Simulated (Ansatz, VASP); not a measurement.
**Al3B2P in VASP and in Ansatz**

```
CELL_PARAMETERS angstrom
5.45908 0.00000 0.00000
-2.72954 4.72770 0.00000
0.00000 0.00000 5.04748
ATOMIC_POSITIONS crystal
Al 0.50000 0.00000 0.00000
Al 0.00000 0.50000 0.00000
Al 0.50000 0.50000 0.00000
B 0.00000 0.00000 0.34704
B 0.00000 0.00000 0.65296
P 0.00000 0.00000 0.00000
```

Alike in both runs: functional PBE; k mesh 6 × 6 × 4; occupations gaussian, width 0.1 eV; no spin polarisation.

Ansatz relaxed the structure, and its values are those at the end. VASP's run is a single point on that final structure, the one shown.

|  | VASP | Ansatz |
| --- | --- | --- |
| version | VASP 6.6.1 | Ansatz 0.2.0 |
| potentials or method | VASP PAW PBE potentials, release 64 (Al, B, P) | scalar-relativistic, plane waves, PAW |
| plane-wave cutoff (eV) | 520 | 420 |
| valence electrons in the cell | 20 | 20 |

|  | VASP | Ansatz | Ansatz less VASP |
| --- | --- | --- | --- |
| gap on the k mesh at the Fermi level (eV) | none | none | - |
| pressure (GPa) | 0.1 | 0.2 | +0.07 |
| rms of the force components (eV/Å) | 0.004 | 0.003 | -0.0019 |

A gap of «none» marks a metal or a gap that the smearing closes.
